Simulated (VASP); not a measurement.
Given:

```
CELL_PARAMETERS angstrom
      1.37391    -2.37968     0.00000
      1.37391     2.37968     0.00000
      0.00000     0.00000     4.45099
ATOMIC_POSITIONS crystal
  Re 0.33333 0.66667 0.25000
  Re 0.66667 0.33333 0.75000
```

Computed with PBEsol GGA, VASP's PBE PAW potentials (set 64) (plane waves; VASP). Run with 500 eV cut-off, 15×15×8 Γ-centred mesh, first-order Methfessel-Paxton smearing of 0.10 eV, potentials Re.

The ions, cell shape and volume at an external pressure of 5.0 GPa are relaxed. Predict the relaxed structure.

```
CELL_PARAMETERS angstrom
      1.36862    -2.37052     0.00000
      1.36862     2.37052     0.00000
      0.00000     0.00000     4.43400
ATOMIC_POSITIONS crystal
  Re 0.33333 0.66667 0.25000
  Re 0.66667 0.33333 0.75000
```
Space group P6_3/mmc (194), at a tolerance of 0.03 Å.

How do energy and volume change from the first to the last step?

The energy (σ→0) changes by +2.6 meV/atom and the volume by -1.1 %, in 3 ionic steps.

```csv
step,E(σ→0) (eV),max force (eV/Å),pressure (GPa),volume (Å³)
1,-26.7394,0.000,0.10,29.10
2,-26.5739,0.000,30.49,27.27
3,-26.7342,0.000,4.90,28.77
```

The compound is Re in the hcp structure. This run relaxes it under an external pressure of 5 GPa. Symmetry was kept, so distortions that lower it aren't found.
